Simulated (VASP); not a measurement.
A convergence study with VASP on HfO2 (fluorite): one setting is varied, all else stays as given below, so the limit is that of these other settings.

```
HfO2
1.0
    0.00000     2.54000     2.54000
    2.54000     0.00000     2.54000
    2.54000     2.54000     0.00000
Hf O
1 2
Direct
  0.00000   0.00000   0.00000
  0.25000   0.25000   0.25000
  0.75000   0.75000   0.75000
```

The numbers are results of PBEsol GGA, VASP's PBE PAW potentials (set 64) (plane waves; VASP), not measurements. The tightest run used: 700 eV cut-off, 16×16×16 Γ-centred mesh, Gaussian smearing of 0.050 eV, potentials Hf_pv O.

The settings run are 1×1×1 mesh; 2×2×2 mesh; 3×3×3 mesh; 4×4×4 mesh; 5×5×5 mesh; 6×6×6 mesh; 7×7×7 mesh; 8×8×8 mesh; 9×9×9 mesh; 10×10×10 mesh; 11×11×11 mesh; 12×12×12 mesh; 13×13×13 mesh; 14×14×14 mesh; 15×15×15 mesh; 16×16×16 mesh. From which on does the stress (every component) stay within 0.2 GPa of the tightest run?

From 3×3×3 mesh on: it is off by 0.02 there and by no more than 0.2 in any finer run, while 2×2×2 mesh is off by 4.05.
```tsv
setting	E (eV/atom)	pressure (GPa)	irreducible k-points	difference judged (GPa)
1×1×1 mesh	-10.6431	-36.34	1	27.15
2×2×2 mesh	-10.3612	-5.15	3	4.05
3×3×3 mesh	-10.5354	-9.21	4	0.02
4×4×4 mesh	-10.5384	-9.21	8	0.01
5×5×5 mesh	-10.5388	-9.19	10	0.00
6×6×6 mesh	-10.5388	-9.19	16	0.00
7×7×7 mesh	-10.5388	-9.19	20	0.00
8×8×8 mesh	-10.5388	-9.19	29	0.00
9×9×9 mesh	-10.5388	-9.19	35	0.00
10×10×10 mesh	-10.5388	-9.19	47	0.00
11×11×11 mesh	-10.5388	-9.19	56	0.00
12×12×12 mesh	-10.5388	-9.19	72	0.00
13×13×13 mesh	-10.5388	-9.19	84	0.00
14×14×14 mesh	-10.5388	-9.19	104	0.00
15×15×15 mesh	-10.5388	-9.19	120	0.00
16×16×16 mesh	-10.5388	-9.19	145	0.00
```

Left out are rungs that failed or repeat a setting and relaxations that didn't move; long series are thinned to 24 rows.

The compound is HfO2 in the fluorite structure, the high-temperature cubic form, which is unstable at 0 K; the monoclinic form is the stable one. The cell was not relaxed at this level.
